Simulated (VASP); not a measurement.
Input:

```xyz
1
Lattice="0.0000 1.7381 1.7555 1.7555 0.0000 1.7555 1.7555 1.7381 0.0000" Properties=species:S:1:pos:R:3 pbc="T T T"
Ni     0.0000     0.0000     0.0000
```
Starting moments (μB, in the order of the record's atoms Ni): 0.8.

The numbers are results of r2SCAN meta-GGA, VASP's PBE PAW potentials (set 64) (plane waves; VASP 6.6.1), not measurements. Numerical set-up: 480 eV cut-off, 16×16×16 Γ-centred mesh, first-order Methfessel-Paxton smearing of 0.10 eV, potentials Ni.

Task: Predict the cell moment, energy per atom (σ→0), pressure, band gap (on the k-mesh) with the smallest direct gap where there is one.

Result: 
| Quantity | Value |
|---|---|
| band gap (on the k-mesh) | none (metal, semimetal or under 0.01 eV) |
| cell moment | 0.76 μB |
| energy per atom (σ→0) | -1152.2 kJ/mol of atoms |
| pressure | -3.30 GPa |

Task: Give the moment on each site (PAW-sphere projection).

Result: 
| site | moment (μB) |
|---|---|
| Ni1 | 0.78 |

The absolute energy has meaning only against runs of the same code, potentials and settings.

The compound is Ni in the fcc structure. This cell was strained or had an atom moved on purpose.
